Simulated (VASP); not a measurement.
Consider the following.

```yaml
crystal:
  lattice:
    - [0.00000, 2.95773, 2.95773]
    - [2.95773, 0.00000, 2.95773]
    - [2.95773, 2.95773, 0.00000]
  atoms:
    - { symbol: Hg, position: [0.00000, 0.00000, 0.00000] }
    - { symbol: S, position: [0.25000, 0.25000, 0.25000] }
```

The numbers are results of vdW-DF-cx, VASP's PBE PAW potentials (set 64) (plane waves; VASP 6.6.1), not measurements. Numerical set-up: 520 eV cut-off, Gaussian smearing of 0.050 eV, potentials Hg S.

**Question.** Give the energies of bands 2 to 11 at the high-symmetry points, in eV from the Fermi level.

**Answer.** 
```json
[
 {"band": "2", "Γ": "-6.90", "X": "-6.77", "U": "-6.67", "L": "-6.71", "W": "-6.58"},
 {"band": "3", "Γ": "-6.90", "X": "-6.31", "U": "-6.42", "L": "-6.71", "W": "-6.45"},
 {"band": "4", "Γ": "-6.90", "X": "-6.31", "U": "-6.24", "L": "-6.00", "W": "-6.17"},
 {"band": "5", "Γ": "-6.06", "X": "-5.91", "U": "-5.99", "L": "-6.00", "W": "-6.12"},
 {"band": "6", "Γ": "-6.06", "X": "-5.67", "U": "-5.46", "L": "-5.68", "W": "-5.35"},
 {"band": "7", "Γ": "-0.58", "X": "-4.75", "U": "-4.97", "L": "-5.33", "W": "-5.01"},
 {"band": "8", "Γ": "0.00", "X": "-2.22", "U": "-2.75", "L": "-0.92", "W": "-2.68"},
 {"band": "9", "Γ": "0.00", "X": "-2.22", "U": "-1.80", "L": "-0.92", "W": "-2.24"},
 {"band": "10", "Γ": "0.00", "X": "3.12", "U": "3.23", "L": "1.51", "W": "3.69"},
 {"band": "11", "Γ": "6.01", "X": "3.40", "U": "4.66", "L": "6.72", "W": "5.27"}
]
```

It has no gap at this level: it comes out as a metal or semimetal.

The compound is HgS in the zinc blende structure, metacinnabar; cinnabar is the stable form. It was relaxed first.
